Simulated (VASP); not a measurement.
VASP input:

### INCAR
```
# general
SYSTEM = BN
PREC   = Accurate
ENCUT  = 520
LREAL  = F
LASPH  = T

# electronic loop
EDIFF  = 1E-6
NELM   = 100
ALGO   = Normal

# smearing
ISMEAR = 0
SIGMA  = 0.05

# functional
GGA    = PS

# ions
IBRION = 2
NSW    = 60
ISIF   = 3
EDIFFG = -0.01

# output
LWAVE  = F
LCHARG = F
```

POSCAR:
```
BN
1.0
  1.2511200000   0.7223340000   3.3729330000
 -1.2511200000   0.7223340000   3.3729330000
  0.0000000000  -1.4446690000   3.3729330000
B N
1 1
Cartesian
 -0.0000000000  -0.0000009997  10.1154597963
 -0.0000000000  -0.0000003328   3.3671619116
```

### KPOINTS
```
Regular mesh
0
G
 11 11 11
0 0 0
```

POTCAR, in this order: B N (PBE.64 set). Program: vasp_std.

Q: Translate this PBEsol calculation to Quantum ESPRESSO's pw.x.

A: One equivalent input (not run):
```
&CONTROL
  calculation = 'vc-relax'
  pseudo_dir = './pseudo'
  outdir = './out'
  tprnfor = .true.
  tstress = .true.
  nstep = 60
  forc_conv_thr = 0.00039
/
&SYSTEM
  ibrav = 0
  nat = 2
  ntyp = 2
  ecutwfc = 84
  occupations = 'smearing'
  smearing = 'gaussian'
  degauss = 0.003675
  input_dft = 'pbesol'
/
&ELECTRONS
  conv_thr = 7.3e-08
  electron_maxstep = 100
/
&IONS
/
&CELL
/
ATOMIC_SPECIES
  B 10.810 B.upf
  N 14.007 N.upf
CELL_PARAMETERS angstrom
     1.2511200    0.7223340    3.3729330
    -1.2511200    0.7223340    3.3729330
     0.0000000   -1.4446690    3.3729330
ATOMIC_POSITIONS crystal
  B    0.9996700  0.9996700  0.9996700
  N    0.3327630  0.3327630  0.3327630
K_POINTS automatic
  11 11 11 0 0 0
```
The two are equivalent in intent, not identical: the potentials are each code's own (VASP's PAW set, PseudoDojo norm-conserving files in pw.x), so ENCUT and ecutwfc are chosen apart and not converted; conv_thr bounds pw.x's estimated SCF error, while EDIFF bounds the energy change between steps; forc_conv_thr acts on force components and is met together with etot_conv_thr.

The structure comes from a computed database's BN entry (R3m); how it stands against other phases isn't given here. This run relaxes it. Symmetry was kept, so distortions that lower it aren't found.
